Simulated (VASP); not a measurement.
InAs:

```
In As
1.0
     0.00000    3.02900    3.02900
     3.02900    0.00000    3.02900
     3.02900    3.02900    0.00000
In As
1 1
Direct
  0.00000 0.00000 0.00000
  0.25000 0.25000 0.25000
```

Base run:

* Program: VASP 6.6.1
* Functional: PBE
* Potentials or basis: VASP PAW PBE potentials, release 64 (In_d, As)
* Cutoff: 520 eV
* k mesh: 8 × 8 × 8
* Occupations: fermi-dirac, width 0.02 eV
* Spin: non-collinear spin, zero start, spin-orbit coupling
* Starting moments: [[0.0, 0.0, 0.0], [0.0, 0.0, 0.0]] μB

Its results: pressure 3.6 GPa; net moment 0.00 μB per cell.

The run is repeated on the same cell with these changes: functional from PBE to PBEsol. What comes out?

Pressure 0.9 GPa; net moment 0.00 μB per cell.

PBEsol binds more tightly than PBE, so the same cell stands under less pressure.

Caveats: the PAW data sets were made with another functional, which shifts forces and pressure a little (some runs).

Not every run made on this cell is shown here.
